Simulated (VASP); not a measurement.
Input:

```xyz
1
Lattice="3.2060 0.0000 0.0000 0.0000 3.2060 0.0000 0.0000 0.0000 3.2060" Properties=species:S:1:pos:R:3 pbc="T T T"
Y      0.0000     0.0000     0.0000
```

These are PBEsol GGA, VASP's PBE PAW potentials (set 64) (plane waves; VASP 6.6.1) values and carry that method's errors. Numerical set-up: 400 eV cut-off, Gaussian smearing of 0.050 eV, potentials Y_sv.

**Question.** Estimate the band gap (along the path) with the smallest direct gap where there is one.

**Answer.** 
| Property | Value |
|---|---|
| band gap (along the path) | none (metal, semimetal or under 0.01 eV) |

The absolute energy has meaning only against runs of the same code, potentials and settings.

The structure was generated: Y was put into the simple-cubic type (Pm-3m), which need not be its known phase. It was relaxed first, which changed the volume by -11 %.
